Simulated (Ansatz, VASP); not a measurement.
# BP in two plane-wave programs, part 2 of 2

One calculation is typed for both programs; each brings its own data sets. How far apart do they land? The cell is taken from a series of runs on this material, whose earlier steps may have relaxed, scaled, displaced or heated it; both programs get it as it stands.

VASP 6.6.1 and Ansatz 0.2.0.

So far. Step 3 (VASP: single point, LDA, pair 1): The run ends at a pressure of -7.72 GPa. Step 5 (Ansatz: single point, LDA, pair 2): The run ends at a pressure of -2.80 GPa.

## 6. VASP: single point, LDA, pair 2 (continued)

Level of this step: LDA; plane waves and PAW (B, P) (VASP).

Numbers of over 12 decimals in the logs are rounded to 6 here.

Parts of OUTCAR (step 6):

```text
  Total       -0.4421725     -0.4421725     -0.4421725     -0.0000000     -0.0000000      0.0000000
  in kB      -30.7821929    -30.7821929    -30.7821929     -0.0000000     -0.0000000      0.0000000
  external PRESSURE =     -30.7821929 kB  Pullay stress =       0.0000000 kB

 POSITION                                       TOTAL-FORCE (eV/Angst)
 -----------------------------------------------------------------------------------
      0.00000      0.00000      0.00000        -0.000000     -0.000000      0.000000
      3.38648      3.38648      3.38648         0.000000      0.000000     -0.000000
 -----------------------------------------------------------------------------------
    total drift:                               -0.000000     -0.000000     -0.000000

  FREE ENERGIE OF THE ION-ELECTRON SYSTEM (eV)
  ---------------------------------------------------
  free  energy   TOTEN  =       -14.3977553802 eV

  energy  without entropy=      -14.3977553802  energy(sigma->0) =      -14.39775538

[... 1 part as in an earlier step ...]

[... 2 further parts left out ...]
[key lines of the parts left out:]
E-fermi :   8.1909
```

The run ends at a pressure of -3.08 GPa.

## 7. Comparison

Compared:

| quantity | Ansatz | VASP | difference |
| --- | --- | --- | --- |
| pressure (GPa) | -2.80 | -3.08 | +0.28 |
| gap on the k mesh (eV) | 1.201 | 1.205 | -0.004 |

A gap on the mesh is an upper bound, since the band edges may lie between its points.

## 8. Ansatz: single point, LDA, pair 3

With cell and atoms fixed, the geometry can't cause a difference; cores, projectors, grids and the points listed under the comparison can. The cell compared in this pair holds 23.48 Å³, against 23.01 Å³ for the pair before.

The cell is taken from a series of runs on this material, whose earlier steps may have relaxed, scaled, displaced or heated it; both programs get it as it stands.

Contents of input.yaml:

```yaml
crystal:
  lattice:
    - [0.0, 2.269, 2.280345]
    - [2.269, 0.0, 2.280345]
    - [2.269, 2.269, 0.0]
  atoms:
    - { symbol: B, position: [0.0, 0.0, 0.0] }
    - { symbol: P, position: [0.75, 0.75, 0.75] }
kpoints:
  mp_grid: { grid: [8, 8, 8] }
hamiltonian:
  xc: lda
scf:
  occupations: { method: gaussian, width: 0.01 }
  n_extra_bands: 8
output:
  forces: true
  stress: true
  eigenvalues: true
  eigenstates:
    kpoints:
      - [0.0, 0.41258618, 0.41258618]
      - [0.41258618, 0.0, 0.41258618]
      - [0.41258618, 0.41258618, 0.0]
      - [0.0, 0.0, 0.0]
  write_potential: true
  volumetric_format: npy
```

On the command line:

```sh
$ ansatz run input.yaml --threads 2 --pin off --max-ram 5120MiB --backend cpu --events-out ev --progress --plain --runs-dir out
```

The program printed:

```text
[...]
Crystal: 2 atoms, lattice volume = 23.480 Å³
Basis set: ecut = 420 eV, 459 PW (Γ)
Bands: 12, of which v1, the nominal top of the filled ones, is band 4 counted from 1 (3 counted from 0)
Symmetry: 8 space group operations
[...]
k-points: 59 of 512 (time reversal used)
[...]
--- Band table (eV; the first three rows and the last of 59) ---
  k-point 0: bands = [-6.3631, 8.9563, 9.0051, 9.0051, 12.3481, 12.3481, 12.3756, 16.2628, ... 4 higher]
  k-point 1: bands = [-6.0837, 7.1530, 8.5462, 8.5837, 12.8609, 12.9344, 12.9544, 17.0387, ... 4 higher]
  k-point 2: bands = [-5.2640, 4.1823, 7.8573, 7.9068, 12.9285, 13.6965, 13.7081, 18.4232, ... 4 higher]
  k-point 58: bands = [-1.5961, 0.4973, 4.9360, 4.9360, 10.3362, 10.5864, 20.8833, 20.8833, ... 4 higher]
[key lines of the parts left out:]
SCF converged after 6 iterations
Free energy (F): -876.619207 eV
Fermi energy:    9.597040 eV
P = ⅓ Tr σ = -5.9811 GPa (-59.811 kbar)
```

The run ends at a pressure of -5.98 GPa.

## 9. VASP: single point, LDA, pair 3

The same cell, functional (in two slightly different forms), mesh and smearing now go to VASP, with its own data sets.

Contents of INCAR:

```
SYSTEM = BP
PREC = Accurate
ENCUT = 500
EDIFF = 1E-06
NELM = 120
ISMEAR = 0
SIGMA = 0.01
LREAL = .FALSE.
ALGO = Normal
GGA = PW92
NBANDS = 10
LORBIT = 11
LWAVE = .FALSE.
LCHARG = .FALSE.
ISIF = 2
LASPH = .TRUE.
GGA_COMPAT = .FALSE.
EFERMI = MIDGAP
```

Contents of POSCAR:

```
BP
1.0
    0.0000000000      2.2690000000      2.2803450000
    2.2690000000      0.0000000000      2.2803450000
    2.2690000000      2.2690000000      0.0000000000
B P
1 1
Direct
    0.0000000000      0.0000000000      0.0000000000
    0.7500000000      0.7500000000      0.7500000000
```

Contents of KPOINTS:

```
Automatic mesh
0
Gamma
8 8 8
0 0 0
```

Potentials, in the order of the species: B and P (LDA family, release 64).

On the command line:

```sh
$ mpirun -np 1 vasp_std
```

The program printed:

```text
[... set-up lines as in an earlier step ...]
 entering main loop
       N       E                     dE             d eps       ncg     rms          rms(c)
DAV:   1     0.818962671849E+01    0.81896E+01   -0.39276E+03  1180   0.693E+02
DAV:   2    -0.145694768563E+02   -0.22759E+02   -0.21759E+02  1686   0.110E+02
DAV:   3    -0.151961070870E+02   -0.62663E+00   -0.62499E+00  1436   0.167E+01
DAV:   4    -0.151987734061E+02   -0.26663E-02   -0.26660E-02  1478   0.125E+00
[...]
DAV:  10    -0.143840168983E+02    0.17168E-05   -0.14147E-04  1324   0.717E-02    0.326E-02
DAV:  11    -0.143840189731E+02   -0.20748E-05   -0.55655E-06  1476   0.132E-02    0.351E-02
DAV:  12    -0.143840186008E+02    0.37230E-06   -0.19060E-06   736   0.625E-03
   1 F= -.14384019E+02 E0= -.14384019E+02  d E =0.000000E+00
```

From OUTCAR (step 9):

```text
  Total       -0.8488998     -0.8488998     -1.0446774      0.0000000     -0.0000000      0.0000000
  in kB      -57.9251913    -57.9251913    -71.2841941      0.0000000     -0.0000000      0.0000000
  external PRESSURE =     -62.3781923 kB  Pullay stress =       0.0000000 kB

 POSITION                                       TOTAL-FORCE (eV/Angst)
 -----------------------------------------------------------------------------------
      0.00000      0.00000      0.00000         0.000000     -0.000000     -0.000000
      3.40350      3.40350      3.42052        -0.000000      0.000000      0.000000
 -----------------------------------------------------------------------------------
    total drift:                               -0.000000     -0.000000     -0.000000

  FREE ENERGIE OF THE ION-ELECTRON SYSTEM (eV)
  ---------------------------------------------------
  free  energy   TOTEN  =       -14.3840186008 eV

  energy  without entropy=      -14.3840186008  energy(sigma->0) =      -14.38401860

[... 3 further parts left out ...]
[key lines of the parts left out:]
E-fermi :   7.9590
```

The run ends at a pressure of -6.24 GPa.

## 10. Side by side

Both answers:

```csv
quantity,Ansatz,VASP,difference
pressure (GPa),-5.98,-6.24,+0.26
gap on the k mesh (eV),1.184,1.188,-0.004
```

A gap on the mesh is an upper bound, since the band edges may lie between its points.

## 11. Summary of results

```
difference in gap on the k mesh (single point, LDA, pair 1) : -0.0043 eV
difference in gap on the k mesh (single point, LDA, pair 2) : -0.0040 eV
difference in gap on the k mesh (single point, LDA, pair 3) : -0.0041 eV
```

**Reading.** The difference in gap on the k mesh is -0.0043 eV (single point, LDA, pair 1), within the 0.08 eV picked in this series as the mark of a large difference. 3 further runs of this series are not shown here. Such differences can come from data sets, numerical settings and the points named under the comparisons, not from the functional's error against experiment.

[Lines on the potential files, build, host, timing and source positions are cut from VASP's logs without a mark.]

[Logs are printed without paths, hosts, clocks, repeated set-up lines and the standing remarks that a program may print on its own settings, such as how far it seeks lower states.]

[Hosts, paths, dates, database ids (printed as entryN), source tags and the programs' standing remarks are cut or masked in the printed files.]
